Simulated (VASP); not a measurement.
# Mg7V (P-6m2) in VASP: reference runs

How does Mg7V come out in PBE? The cell is run as given and disturbed.

All numbers are computed with VASP 6.6.1; they aren't measurements. Logs are shortened: lines on timing, memory, paths and dates and some standing lists are left out, and cuts for length are marked.

## Step 1: Starting point

Symmetry: P-6m2, No. 187, hexagonal system. Conventional cell: a = 6.291 Å, b = 6.291 Å, c = 5.061 Å, α = 90.00°, β = 90.00°, γ = 120.00°. Around V (site symmetry -6m2) lie 12 Mg at 3.08 to 3.15 Å. Around Mg (site symmetry -6m2) lie 12 Mg at 3.12 to 3.15 Å. Mg (site symmetry mm2) has 10 Mg at 3.03 to 3.26 Å and 2 V at 3.08 Å as nearest neighbours. Around Mg (site symmetry mm2) lie 10 Mg at 3.12 to 3.17 Å and 2 V at 3.15 Å.

The cell comes from a database or a generator and needn't be the stable form of this composition.

## Step 2: Single point, PBE, collinear spin, ferromagnetic start

Contents of INCAR:

```
PREC     = Accurate       # precision mode
ENCUT    = 520            # plane-wave cutoff, eV
EDIFF    = 1E-7           # SCF threshold, eV
ISMEAR   = -1             # smearing method
SIGMA    = 0.05           # smearing width, eV
LREAL    = F              # projectors in reciprocal space
LASPH    = T              # aspherical terms in the spheres
NELM     = 100            # most SCF steps
ALGO     = Normal         # electronic algorithm
ISIF     = 2              # what is computed and relaxed
LWAVE    = F              # write WAVECAR
LCHARG   = F              # write CHGCAR
ISPIN    = 2              # spin polarisation
MAGMOM   = 2 0 0 0 0 0 0 0 # initial moments
LORBIT   = 11             # projections on sites
LMAXMIX  = 4              # l up to which the mixer works
GGA      = PE             # functional
NBANDS   = 28             # bands
```

Contents of KPOINTS:

```
Automatic mesh
0
Gamma
  5 5 5
```

Contents of POSCAR:

```
Mg7V
1.0
    6.2907703210      0.0000000000      0.0000000000
   -3.1453851605      5.4479669073      0.0000000000
    0.0000000000      0.0000000000      5.0605570000
V Mg
1 7
Direct
    0.0000000000      0.0000000000      0.0000000000
    0.3333333333      0.6666666667      0.5000000000
    0.8392035000      0.6784070000      0.5000000000
    0.8392035000      0.1607965000      0.5000000000
    0.3215930000      0.1607965000      0.5000000000
    0.9976550000      0.4988275000      0.0000000000
    0.5011725000      0.4988275000      0.0000000000
    0.5011725000      0.0023450000      0.0000000000
```

Potentials or basis: VASP PAW PBE potentials, release 64 (V_sv, Mg).

Started as:

```console
$ cat potpaw_PBE.64/V_sv/POTCAR potpaw_PBE.64/Mg/POTCAR > POTCAR
$ mpirun -np 1 vasp_std > vasp.out
```

OUTCAR:

```text
PREC = Accurate
   ENCUT = 520
   EDIFF = 1E-7
   ISMEAR = -1
   LREAL = F
   LASPH = T
   NELM = 100
   ISIF = 2
   ISPIN = 2
   LORBIT = 11
   GGA = PE

 ion  position               nearest neighbor table
   1  0.000  0.000  0.000-   3 3.08   3 3.08   5 3.08   5 3.08   4 3.08   4 3.08   7 3.15   6 3.15
                             6 3.15   7 3.15   8 3.15   8 3.15
   2  0.333  0.667  0.500-   8 3.12   8 3.12   6 3.12   6 3.12   7 3.12   7 3.12   5 3.15   3 3.15
                             4 3.15   4 3.15   5 3.15   3 3.15
   3  0.839  0.678  0.500-   4 3.03   5 3.03   1 3.08   1 3.08   7 3.13   7 3.13   6 3.13   6 3.13
                             2 3.15   2 3.15   4 3.26   5 3.26
   4  0.839  0.161  0.500-   3 3.03   5 3.03   1 3.08   1 3.08   6 3.13   6 3.13   8 3.13   8 3.13
                             2 3.15   2 3.15   3 3.26   5 3.26
   5  0.322  0.161  0.500-   3 3.03   4 3.03   1 3.08   1 3.08   7 3.13   7 3.13   8 3.13   8 3.13
                             2 3.15   2 3.15   3 3.26   4 3.26
   6  0.998  0.499  0.000-   2 3.12   2 3.12   8 3.12   7 3.12   4 3.13   4 3.13   3 3.13   3 3.13
                             1 3.15   1 3.15   8 3.17   7 3.17
   7  0.501  0.499  0.000-   2 3.12   2 3.12   8 3.12   6 3.12   5 3.13   5 3.13   3 3.13   3 3.13
                             1 3.15   1 3.15   8 3.17   6 3.17
   8  0.501  0.002  0.000-   2 3.12   2 3.12   7 3.12   6 3.12   4 3.13   4 3.13   5 3.13   5 3.13
                             1 3.15   1 3.15   7 3.17   6 3.17

  LATTYP: Found a hexagonal cell.
 ALAT       =     6.2907703210
 C/A-ratio  =     0.8044415456

  Lattice vectors:

 A1 = (   6.2907703210,   0.0000000000,   0.0000000000)
 A2 = (  -3.1453851605,   5.4479669073,   0.0000000000)
 A3 = (   0.0000000000,   0.0000000000,   5.0605570000)

Analysis of symmetry for initial positions (statically):
=====================================================================
 Subroutine PRICEL returns:
 Original cell was already a primitive cell.

 Routine SETGRP: Setting up the symmetry group for a
 hexagonal supercell.

 Subroutine GETGRP returns: Found 12 space group operations
 (whereof 12 operations were pure point group operations)
 out of a pool of 24 trial point group operations.

The static configuration has the point symmetry D_3h.

Analysis of symmetry for dynamics (positions and initial velocities):
=====================================================================
 Subroutine PRICEL returns:
 Original cell was already a primitive cell.

 Routine SETGRP: Setting up the symmetry group for a
 hexagonal supercell.

 Subroutine GETGRP returns: Found 12 space group operations
 (whereof 12 operations were pure point group operations)
 out of a pool of 24 trial point group operations.

The dynamic configuration has the point symmetry D_3h.

Analysis of structural, dynamic, and magnetic symmetry:
=====================================================================
 Subroutine PRICEL returns:
 Original cell was already a primitive cell.

 Routine SETGRP: Setting up the symmetry group for a
 hexagonal supercell.

 Subroutine GETGRP returns: Found 12 space group operations
 (whereof 12 operations were pure point group operations)
 out of a pool of 24 trial point group operations.

The overall configuration has the point symmetry D_3h.

 Subroutine INISYM returns: Found 12 space group operations
 (whereof 12 operations are pure point group operations),
 and found     1 'primitive' translations

----------------------------------------------------------------------------------------

                                     Primitive cell

  volume of cell :     173.4349

  direct lattice vectors                    reciprocal lattice vectors
     6.290770321  0.000000000  0.000000000     0.158963044  0.091777356  0.000000000
    -3.145385161  5.447966907  0.000000000     0.000000000  0.183554713  0.000000000
     0.000000000  0.000000000  5.060557000     0.000000000  0.000000000  0.197606706

  length of vectors
     6.290770321  6.290770321  5.060557000     0.183554713  0.183554713  0.197606706

  position of ions in fractional coordinates (direct lattice)
     0.000000000  0.000000000  0.000000000
     0.333333333  0.666666667  0.500000000
     0.839203500  0.678407000  0.500000000
     0.839203500  0.160796500  0.500000000
     0.321593000  0.160796500  0.500000000
     0.997655000  0.498827500  0.000000000
     0.501172500  0.498827500  0.000000000
     0.501172500  0.002345000  0.000000000

  ion indices of the primitive-cell ions
   primitive index   ion index
                 1           1
                 2           2
                 3           3
                 4           4
                 5           5
[... 27 lines left out ...]

 Found     15 irreducible k-points:

 Following reciprocal coordinates:
            Coordinates               Weight
  0.000000  0.000000  0.000000      1.000000
  0.200000 -0.000000  0.000000      6.000000
  0.400000  0.000000  0.000000      6.000000
  0.200000  0.200000  0.000000      6.000000
  0.400000  0.200000  0.000000      6.000000
  0.000000  0.000000  0.200000      2.000000
  0.200000 -0.000000  0.200000     12.000000
  0.400000  0.000000  0.200000     12.000000
  0.200000  0.200000  0.200000     12.000000
  0.400000  0.200000  0.200000     12.000000
  0.000000  0.000000  0.400000      2.000000
  0.200000 -0.000000  0.400000     12.000000
  0.400000  0.000000  0.400000     12.000000
  0.200000  0.200000  0.400000     12.000000
  0.400000  0.200000  0.400000     12.000000
   k-points           NKPTS =     15   k-points in BZ     NKDIM =     15   number of bands    NBANDS=     28
   number of dos      NEDOS =    301   number of ions     NIONS =      8
   total plane-waves  NPLWV =  92160
   dimension x,y,z NGX =    48 NGY =   48 NGZ =   40
   dimension x,y,z NGXF=    96 NGYF=   96 NGZF=   80
   ions per type =               1   7
   NGX,Y,Z   is equivalent  to a cutoff of  12.68, 12.68, 13.14 a.u.
   NGXF,Y,Z  is equivalent  to a cutoff of  25.37, 25.37, 26.28 a.u.
 SYSTEM =  unknown system
   PREC   = accura    normal or accurate (medium, high low for compatibility)
   ISTART =      0    job   : 0-new  1-cont  2-samecut
   ICHARG =      2    charge: 1-file 2-atom 10-const
   ISPIN  =      2    spin polarized calculation?
   LNONCOLLINEAR =      F non collinear calculations
   LSORBIT =      F    spin-orbit coupling
   LASPH  =      T    aspherical Exc in radial PAW
   ENCUT  =  520.0 eV  38.22 Ry    6.18 a.u.  11.70 11.70  9.41*2*pi/ulx,y,z
   NELM   =    100;   NELMIN=  2; NELMDL= -5     # of ELM steps
   EDIFF  = 0.1E-06   stopping-criterion for ELM
   LREAL  =      F    real-space projection
   EDIFFG = 0.1E-05   stopping-criterion for IOM
   NSW    =      0    number of steps for IOM
   IBRION =     -1    ionic relax: 0-MD 1-quasi-New 2-CG
   NFREE  =      0    steps in history (QN), initial steepest desc. (CG)
   ISIF   =      2    stress and relaxation
   ISYM   =      2    0-nonsym 1-usesym 2-fastsym
   POTIM  = 0.5000    time-step for ionic-motion
   TEBEG  =    0.0;   TEEND  =   0.0 temperature during run
   PSTRESS=    0.0 pullay stress
   NELECT =      27.0000    total number of electrons
   NUPDOWN=      -1.0000    fix difference up-down
   EMIN   =  10.00;   EMAX   =-10.00  energy-range for DOS
   EFERMI =   0.00;   METHOD = LEGACY
   ISMEAR =    -1;   SIGMA  =   0.05  broadening in eV -4-tet -1-fermi 0-gaus
   EFERMI_NEDOS =   21; number of points for ismear=-14 and -15
   IALGO  =     38    algorithm
   IMIX   =      4    mixing-type and parameters
     AMIX     =   0.40;   BMIX     =  1.00
     AMIX_MAG =   1.60;   BMIX_MAG =  1.00
  volume/ion in A,a.u.               =      21.68       146.30
  Fermi-wavevector in a.u.,A,eV,Ry     =   0.880678  1.664240 10.552597  0.775594
  Thomas-Fermi vector in A             =   2.001071
   LORBIT       =     11    0 simple, 1 ext, 2 COOP (PROOUT), +10 PAW based schemes
   GGA     = PE    functional components
   LHFCALC =     F    Hartree Fock is set to
   AEXX    =    0.0000 exact exchange contribution
   IVDW    =     0    specifies the selected vdW correction
   LEPSILON=     F    determine dielectric tensor
   LRPA    =     F    only Hartree local field effects (RPA)
 spin polarized calculation
  energy-cutoff  :      520.00
  volume of cell :      173.43
 maximum number of plane-waves:      4681
 NGX is ok and might be reduce to    48
   NGX = 23   NGY = 23   NGZ = 19

 number of electron      26.9999994 magnetization       3.3966850

 Free energy of the ion-electron system (eV)
  ---------------------------------------------------
  ext. energy  EPLUGINS =         0.00000000
  ---------------------------------------------------
  free energy    TOTEN  =       -18.34011838 eV

  energy without entropy =      -18.29866898  energy(sigma->0) =      -18.31939368

 E-fermi :   3.1631     XC(G=0):  -8.8703

 val. band max:        3.1555481760   @ k =   0.4000   0.0000   0.2000
 cond. band min:       3.1965723726   @ k =   0.2000   0.2000   0.2000
 fundamental gap:      0.0410241966
 Fermi energy:         3.1630732569

 spin component 1

 k-point     1 :       0.0000    0.0000    0.0000
  band No.  band energies     occupation
      1     -61.6424      1.00000
      2     -35.5412      1.00000
      3     -35.5412      1.00000
      4     -35.4604      1.00000
      5      -3.8407      1.00000
      6       0.6838      1.00000
[... 409 lines left out ...]
     24       8.0048      0.00000
     25       8.2928      0.00000
 Fermi energy:         3.1630732569

 spin component 2

 k-point     1 :       0.0000    0.0000    0.0000
  band No.  band energies     occupation
      1     -59.0927      1.00000
      2     -33.0342      1.00000
      3     -33.0342      1.00000
      4     -32.8715      1.00000
      5      -3.7007      1.00000
      6       0.9393      1.00000
[... 409 lines left out ...]
     24       8.0517      0.00000
     25       8.5173      0.00000
 [bands above 25 left out]

------------------------ aborting loop because EDIFF is reached ----------------------------------------

  FORCE on cell =-STRESS in cart. coord.  units (eV):
  Direction    XX          YY          ZZ          XY          YZ          ZX
  --------------------------------------------------------------------------------------
  -------------------------------------------------------------------------------------
  Total       -0.2805756     -0.2805756      0.4280927     -0.0000000      0.0000000      0.0000000
  in kB       -2.5919331     -2.5919331      3.9546842     -0.0000000      0.0000000      0.0000000
  external PRESSURE =      -0.4097274 kB  Pullay stress =       0.0000000 kB

 VOLUME and BASIS-vectors are now :
 -----------------------------------------------------------------------------
  energy-cutoff  :      520.00
  volume of cell :      173.43
      direct lattice vectors                 reciprocal lattice vectors
     6.290770321  0.000000000  0.000000000     0.158963044  0.091777356  0.000000000
    -3.145385161  5.447966907  0.000000000     0.000000000  0.183554713  0.000000000
     0.000000000  0.000000000  5.060557000     0.000000000  0.000000000  0.197606706

 POSITION                                       TOTAL-FORCE (eV/Angst)
 -----------------------------------------------------------------------------------
      0.00000      0.00000      0.00000         0.000000      0.000000      0.000000
     -0.00000      3.63198      2.53028         0.000000     -0.000000      0.000000
      3.14539      3.69594      2.53028         0.000000      0.007055      0.000000
      4.77347      0.87601      2.53028         0.006110     -0.003527     -0.000000
      1.51730      0.87601      2.53028        -0.006110     -0.003527     -0.000000
      4.70701      2.71760      0.00000         0.007962      0.004597     -0.000000
      1.58376      2.71760      0.00000        -0.007962      0.004597     -0.000000
      3.14539      0.01278      0.00000        -0.000000     -0.009194      0.000000
 -----------------------------------------------------------------------------------
    total drift:                               -0.000000      0.000000      0.000000

  FREE ENERGIE OF THE ION-ELECTRON SYSTEM (eV)
  ---------------------------------------------------
  free  energy   TOTEN  =       -18.3401183833 eV

  energy  without entropy=      -18.2986689845  energy(sigma->0) =      -18.31939368

 total charge

# of ion       s       p       d       tot
------------------------------------------
    1        2.218   6.080   3.019  11.316
    2        0.218   0.128   0.013   0.358
    3        0.212   0.136   0.014   0.362
    4        0.212   0.136   0.014   0.362
    5        0.212   0.136   0.014   0.362
    6        0.209   0.136   0.013   0.358
    7        0.209   0.136   0.013   0.358
    8        0.209   0.136   0.013   0.358
--------------------------------------------------
tot          3.699   7.024   3.110  13.833

 magnetization (x)

# of ion       s       p       d       tot
------------------------------------------
    1        0.045   0.033   2.574   2.653
    2        0.013  -0.005  -0.000   0.007
    3       -0.006   0.006   0.002   0.003
    4       -0.006   0.006   0.002   0.003
    5       -0.006   0.006   0.002   0.003
    6       -0.009   0.001   0.001  -0.007
    7       -0.009   0.001   0.001  -0.007
    8       -0.009   0.001   0.001  -0.007
--------------------------------------------------
tot          0.013   0.050   2.585   2.648
```

Run time: 2.3 min. Hardware: 1 thread of Intel Xeon Platinum 8488C (Sapphire Rapids), shared host; peak memory 0.42 GiB.

What came out:

```yaml
Free_energy: -18.3401 eV
Pressure: 0.0 GPa
Largest_force: 0.009 eV/Å
Band_gap_on_the_k_mesh: none (metal or under the smearing width)
Net_moment: 3.40 μB per cell
Site_moments: V +2.65; Mg +0.01, +0.00, -0.01 μB
Valence_electrons_inside_the_program's_atomic_spheres: V 11.32; Mg 0.36
```

Forces on the atoms (eV/Å):
```
V    0.000  0.000  0.000
Mg   0.000  0.000  0.000
Mg   0.000  0.007  0.000
Mg   0.006 -0.004  0.000
Mg  -0.006 -0.004  0.000
Mg   0.008  0.005  0.000
Mg  -0.008  0.005  0.000
Mg   0.000 -0.009  0.000
```

Stress tensor (GPa, compression positive):
```
-0.26  0.00  0.00
 0.00 -0.26  0.00
 0.00  0.00  0.40
```

Levels at points of the mesh, in eV from the Fermi level:
Spin up:
| k point | band 13 | band 14 | band 15 | band 16 | band 17 | band 18 |
| --- | --- | --- | --- | --- | --- | --- |
| (0.00, 0.00, 0.00) | -1.22 | -0.76 | -0.76 | 0.07 | 0.07 | 0.88 |
Spin down:
```csv
k point,band 10,band 11,band 12,band 13,band 14,band 15
"(0.00, 0.00, 0.00)",-1.73,-1.73,-1.37,-0.67,1.15,1.15
```

## Step 3: Single point, PBE, collinear spin, ferromagnetic start (atoms moved at random, drawn with an rms of 0.05 Å)

Contents of INCAR:

```
SYSTEM = Mg7V
PREC = Accurate ; ENCUT = 520
EDIFF = 1E-7 ; ISMEAR = -1
SIGMA = 0.05 ; LREAL = .FALSE.
LASPH = .TRUE. ; NELM = 150
ALGO = Normal ; ISIF = 2
LWAVE = .FALSE. ; LCHARG = .FALSE.
ISPIN = 2 ; MAGMOM = 2 0 0 0 0 0 0 0
LORBIT = 11 ; LMAXMIX = 4
GGA = PE ; NBANDS = 28
```

Contents of KPOINTS:

```
regular mesh
0
G
  5 5 5
  0 0 0
```

Contents of POSCAR:

```
Mg7V
1.0
    6.2907703210      0.0000000000      0.0000000000
   -3.1453851605      5.4479669073      0.0000000000
    0.0000000000      0.0000000000      5.0605570000
V Mg
1 7
Direct
   -0.0067570000     -0.0067310000     -0.0119720000
    0.3325610000      0.6645720000      0.4989410000
    0.8376790000      0.6817490000      0.5049020000
    0.8357970000      0.1566130000      0.4922200000
    0.3265190000      0.1649020000      0.5057750000
    1.0017380000      0.5019850000      0.0041440000
    0.5028210000      0.5037840000     -0.0071010000
    0.5042360000      0.0076220000     -0.0069820000
```

Potentials or basis: VASP PAW PBE potentials, release 64 (V_sv, Mg).

Started as:

```console
$ cat potpaw_PBE.64/V_sv/POTCAR potpaw_PBE.64/Mg/POTCAR > POTCAR
$ mpirun -np 1 vasp_std > vasp.out
```

It took 7.9 min on 1 thread of Intel Xeon Platinum 8488C (Sapphire Rapids), shared host; peak memory 0.66 GiB.

Results (log left out):

- Free energy: -18.3098 eV
- Pressure: 0.0 GPa
- Largest force: 0.294 eV/Å
- Band gap on the k mesh: none (metal or under the smearing width)
- Net moment: 3.40 μB per cell
- Site moments: V +2.65; Mg +0.01, +0.00, -0.01 μB
- Valence electrons inside the program's atomic spheres: V 11.32; Mg 0.36

Forces in eV/Å, atoms in the order of the input:
```
V    0.080  0.182  0.217
Mg  -0.054  0.053 -0.031
Mg   0.112 -0.074 -0.170
Mg   0.040  0.099  0.036
Mg  -0.090 -0.079 -0.223
Mg  -0.053 -0.042 -0.095
Mg  -0.001 -0.070  0.173
Mg  -0.033 -0.068  0.092
```

Stress tensor (GPa, compression positive):
```
-0.26 -0.04  0.04
-0.04 -0.15  0.01
 0.04  0.01  0.52
```

Levels at points of the mesh, in eV from the Fermi level:
Spin up:
```csv
k point,band 13,band 14,band 15,band 16,band 17,band 18
"(0.00, 0.00, 0.00)",-1.22,-0.76,-0.75,0.05,0.08,0.87
```
Spin down:
```
           k point  band 9  band 10  band 11  band 12  band 13  band 14  band 15  band 16
(0.00, 0.00, 0.00)   -1.96    -1.74    -1.71    -1.36    -0.67     1.15     1.16     1.80
```
